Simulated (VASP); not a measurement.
```
CELL_PARAMETERS angstrom
      0.00000     2.11375     2.11375
      2.11375     0.00000     2.11375
      2.11375     2.11375     0.00000
ATOMIC_POSITIONS crystal
  Mg 0.00000 0.00000 0.00000
  O  0.50000 0.50000 0.50000
```

Method: revTPSS meta-GGA, VASP's PBE PAW potentials (set 64) (plane waves; VASP). Numerical set-up: 520 eV cut-off, 12×12×12 Γ-centred mesh, tetrahedra with Blöchl corrections, potentials Mg O.

**Question.** Tabulate the total density of states (states/eV per cell) against energy (eV; zero at the valence-band maximum or, without a gap, the Fermi level).

**Answer.** 
(E (eV), DOS (states/eV)): (-9.96, 0.00); (-9.72, 0.00); (-9.48, 0.00); (-9.24, 0.00); (-9.00, 0.00); (-8.76, 0.00); (-8.64, 0.00); (-8.40, 0.00); (-8.16, 0.00); (-7.92, 0.00); (-7.68, 0.00); (-7.44, 0.00); (-7.20, 0.00); (-6.96, 0.00); (-6.72, 0.00); (-6.48, 0.00); (-6.24, 0.00); (-6.12, 0.00); (-5.88, 0.00); (-5.64, 0.00); (-5.40, 0.00); (-5.16, 0.00); (-4.92, 0.00); (-4.68, 0.01); (-4.44, 0.31); (-4.20, 0.56); (-3.96, 1.25); (-3.72, 2.63); (-3.48, 1.62); (-3.36, 0.96); (-3.12, 0.41); (-2.88, 0.46); (-2.64, 0.85); (-2.40, 0.90); (-2.16, 0.97); (-1.92, 1.00); (-1.68, 1.15); (-1.44, 1.89); (-1.20, 2.58); (-0.96, 2.69); (-0.84, 2.86); (-0.60, 2.19); (-0.36, 1.12); (-0.12, 0.48); (0.12, 0.00); (0.36, 0.00); (0.60, 0.00); (0.84, 0.00); (1.08, 0.00); (1.32, 0.00); (1.56, 0.00); (1.68, 0.00); (1.92, 0.00); (2.16, 0.00); (2.40, 0.00); (2.64, 0.00); (2.88, 0.00); (3.12, 0.00); (3.36, 0.00); (3.60, 0.00); (3.84, 0.00); (4.08, 0.00); (4.32, 0.00); (4.44, 0.00); (4.68, 0.00); (4.92, 0.01); (5.16, 0.02); (5.40, 0.03); (5.64, 0.04); (5.88, 0.05); (6.12, 0.06); (6.36, 0.07); (6.60, 0.09); (6.84, 0.11); (6.96, 0.12); (7.20, 0.14); (7.44, 0.17); (7.68, 0.21); (7.92, 0.33); (8.16, 0.46)
Within 2 eV below the valence-band maximum the largest weight inside VASP's projection spheres is O p.

The compound is MgO in the rock salt structure. It was relaxed first.
